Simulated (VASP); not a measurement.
```xyz
3
Lattice="1.8237 -3.1587 0.0000 1.8237 3.1587 0.0000 0.0000 0.0000 6.9644" Properties=species:S:1:pos:R:3 pbc="T T T"
Zr     0.0000     0.0000     6.9644
S      1.8237     1.0529     1.4356
S      1.8237    -1.0529     5.5288
```

Level of theory: TPSS meta-GGA, VASP's PBE PAW potentials (set 64) (plane waves; VASP). Settings: 520 eV cut-off, 7×7×3 Γ-centred mesh, Gaussian smearing of 0.050 eV, potentials Zr_sv S.

Without a dispersion term in the relaxation, distances and binding between the weakly bound layers, chains or molecules are unreliable, and so is what depends on them.

Problem. The ions and cell shape at fixed volume are relaxed. Which structure does the run end with?

Solution. 
```xyz
3
Lattice="1.8377 -3.1830 0.0000 1.8377 3.1830 0.0000 0.0000 0.0000 6.8586" Properties=species:S:1:pos:R:3 pbc="T T T"
Zr     0.0000     0.0000     0.0000
S      1.8377     1.0610     1.4536
S      1.8377    -1.0610     5.4050
```
Space group P-3m1 (164), at a tolerance of 0.03 Å.

Problem. How much energy does the relaxation gain?

Solution. The energy (σ→0) changes by -5.1 meV/atom, in 5 ionic steps.

| step | E(σ→0) (eV) | max force (eV/Å) | pressure (GPa) | volume (Å³) |
|---|---|---|---|---|
| 1 | -40.5195 | 0.366 | 2.46 | 80.24 |
| 2 | -40.5291 | 0.167 | 1.56 | 80.24 |
| 3 | -40.5321 | 0.024 | 0.70 | 80.24 |
| 4 | -40.5342 | 0.012 | 0.47 | 80.24 |
| 5 | -40.5349 | 0.001 | 0.25 | 80.24 |

The compound is ZrS2 in the 1T layered structure. This cell is one point of a volume scan, at 0.97 of the reference volume. Symmetry was kept, so distortions that lower it aren't found.
